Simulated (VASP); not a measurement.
```
Ge
1.0
    0.00000     2.87838     2.87838
    2.87838     0.00000     2.87838
    2.87838     2.87838     0.00000
Ge
2
Direct
  0.50000   0.50000   0.50000
  0.75000   0.75000   0.75000
```

All values below come from PBE GGA, VASP's PBE PAW potentials (set 64) (plane waves; VASP 6.6.1). Numerical set-up: PREC = Normal, EDIFF = 1E-5, 400 eV cut-off, 9×9×9 Γ-centred mesh, Gaussian smearing of 0.050 eV, potentials Ge_d.

**Question.** What does the run give for the energy per atom (σ→0), band gap (on the k-mesh) with the smallest direct gap where there is one?

**Answer.** 
```yaml
band gap (on the k-mesh): none (metal, semimetal or under 0.01 eV)
energy per atom (σ→0): -4.515 eV/atom
```

The absolute energy has meaning only against runs of the same code, potentials and settings.

The compound is Ge in the diamond structure. It was relaxed first, which changed the volume by +5 %.
